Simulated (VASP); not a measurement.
Calculation: PBE GGA with D3 dispersion (zero damping), VASP's PBE PAW potentials (set 64) (plane waves; VASP).

A VASP calculation is set up with these files.

### INCAR
```
LREAL = .FALSE.
LMAXMIX = 4
GGA = PE   ! PBE
PREC = Accurate
LEFG = .TRUE.
ALGO = Normal
LWAVE = .FALSE.
LASPH = .TRUE.
ISMEAR = -5
NELM = 100
EDIFF = 1E-7   ! SCF stop (eV)
IVDW = 11   ! D3, zero damping
NEDOS = 601   ! DOS grid
LORBIT = 11   ! lm-projected
ISIF = 2
SYSTEM = SrTiO3
LCHARG = .TRUE.
ENCUT = 520   ! plane-wave cut-off (eV)
```

KPOINTS:
```
Automatic
0
gamma
 6 6 6
0 0 0
```

File POSCAR:
```
SrTiO3
1
    3.9215117905     0.0000000000     0.0000000000
   -0.0000000000     3.9215117905    -0.0000000000
   -0.0000000000    -0.0000000000     3.9215117905
Sr Ti O
1 1 3
Direct
  0.0000000000   0.0000000000   0.0000000000
  0.5000000000   0.5000000000   0.5000000000
  0.5000000000   0.0000000000   0.5000000000
  0.0000000000   0.5000000000   0.5000000000
  0.5000000000   0.5000000000   0.0000000000
```

POTCAR, in this order: Sr_sv Ti_sv O (PBE.64 set). Program: vasp_std.

Q: Predict the energy per atom (σ→0), dispersion energy, band gap (on the k-mesh).

A: 
* **energy per atom (σ→0)**: -8.199 eV/atom
* **dispersion energy**: -0.898 eV
* **band gap (on the k-mesh)**: 1.83 eV

OSZICAR:
```
...
DAV:  12    -0.400947834779E+02    0.19273E-03   -0.25446E-03  1128   0.562E-01    0.697E-02
DAV:  13    -0.400947997317E+02   -0.16254E-04   -0.25604E-04  1408   0.134E-01    0.499E-02
DAV:  14    -0.400947975853E+02    0.21464E-05   -0.62462E-05  1400   0.500E-02    0.159E-02
DAV:  15    -0.400947956824E+02    0.19029E-05   -0.14482E-05  1360   0.372E-02    0.553E-03
DAV:  16    -0.400947961687E+02   -0.48630E-06   -0.25554E-06  1192   0.130E-02    0.464E-03
DAV:  17    -0.400947959256E+02    0.24314E-06   -0.94110E-07  1240   0.126E-02    0.111E-03
DAV:  18    -0.400947958938E+02    0.31805E-07   -0.71690E-08   568   0.237E-03
   1 F= -.40992507E+02 E0= -.40992507E+02  d E =0.000000E+00
```

The compound is SrTiO3 in the cubic perovskite structure, the ideal cubic form; the compound distorts at low or room temperature. It was relaxed first.
